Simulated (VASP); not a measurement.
OSZICAR of a VASP run on Bi (a7):

**OSZICAR**
```
       N       E                     dE             d eps       ncg     rms          rms(c)
DAV:   1     0.288306226908E+03    0.28831E+03   -0.16063E+04  4408   0.181E+03
DAV:   2     0.154821643107E+02   -0.27282E+03   -0.26857E+03  4417   0.445E+02
DAV:   3    -0.696910337499E+01   -0.22451E+02   -0.22125E+02  5167   0.152E+02
DAV:   4    -0.771807732709E+01   -0.74897E+00   -0.74775E+00  4929   0.306E+01
DAV:   5    -0.775553315115E+01   -0.37456E-01   -0.37455E-01  5956   0.614E+00    0.106E+00
DAV:   6    -0.775285727725E+01    0.26759E-02   -0.18205E-02  5433   0.154E+00    0.642E-01
DAV:   7    -0.775259121768E+01    0.26606E-03   -0.12674E-02  5048   0.142E+00    0.111E-01
DAV:   8    -0.775279505253E+01   -0.20383E-03   -0.15599E-03  4771   0.486E-01    0.227E-02
DAV:   9    -0.775281695970E+01   -0.21907E-04   -0.61809E-05  5863   0.692E-02    0.101E-02
DAV:  10    -0.775281522827E+01    0.17314E-05   -0.75673E-06  4890   0.258E-02    0.167E-03
DAV:  11    -0.775281573840E+01   -0.51013E-06   -0.60679E-07  3958   0.626E-03    0.114E-03
DAV:  12    -0.775281565374E+01    0.84656E-07   -0.18462E-07  3625   0.380E-03
   1 F= -.77528157E+01 E0= -.77528870E+01  d E =0.214066E-03
```

Which electronic solver shows in the log?

It is blocked Davidson (ALGO = Normal, or the opening steps of other solvers). The INCAR had ALGO = Normal.

Can the final energy be trusted as converged?

The calculation finished and met its thresholds. It stopped with EDIFF = 1E-7, NELM = 100 (PBE GGA, plane waves, VASP's PBE PAW potentials (set 64)).

The compound is Bi in the a7 structure. This cell was strained or had an atom moved on purpose.
